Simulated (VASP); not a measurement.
A convergence study with VASP on PbTe: one setting is varied, all else stays as given below, so the limit is that of these other settings.

```xyz
8
Lattice="4.5542 0.0000 0.0000 -4.5542 4.5542 0.0000 0.0000 0.0000 23.6609" Properties=species:S:1:pos:R:3 pbc="T T T"
Pb     0.0000     0.0000    10.2203
Pb    -2.2771     2.2771     7.0000
Pb     0.0000     0.0000    16.6609
Pb    -2.2771     2.2771    13.4406
Te    -2.2771     2.2771    10.2203
Te     0.0000     0.0000     7.0000
Te    -2.2771     2.2771    16.6609
Te     0.0000     0.0000    13.4406
```

Level of theory: PBE GGA, VASP's PBE PAW potentials (set 64) (plane waves; VASP). The tightest run used: 300 eV cut-off, 12×12×1 Γ-centred mesh, Fermi-Dirac smearing of 0.050 eV, potentials Pb_d Te.

Unless said otherwise, spin-orbit coupling is left out, though it shifts the bands of the heavy elements here. Gaps are read on the run's mesh, which can miss a band edge.

```tsv
setting	E (eV/atom)	gap on the mesh (eV)	irreducible k-points
2×2×1 mesh	-3.3330	1.130	3
3×3×1 mesh	-3.7088	1.216	3
4×4×1 mesh	-3.6829	1.166	6
```

Problem. These are the cheaper rows. Estimate the results at 12×12×1 mesh, and how far the last row shown lies from them.

Solution. 
```csv
quantity,tightest run,last row shown is off by
E (eV/atom),-3.6853,0.0024
gap on the mesh (eV),1.095,0.071
```

Left out are rungs that failed or repeat a setting and relaxations that didn't move; long series are thinned to 24 rows.

The cell is a sheet or thin cut with vacuum, built from a generated structure.
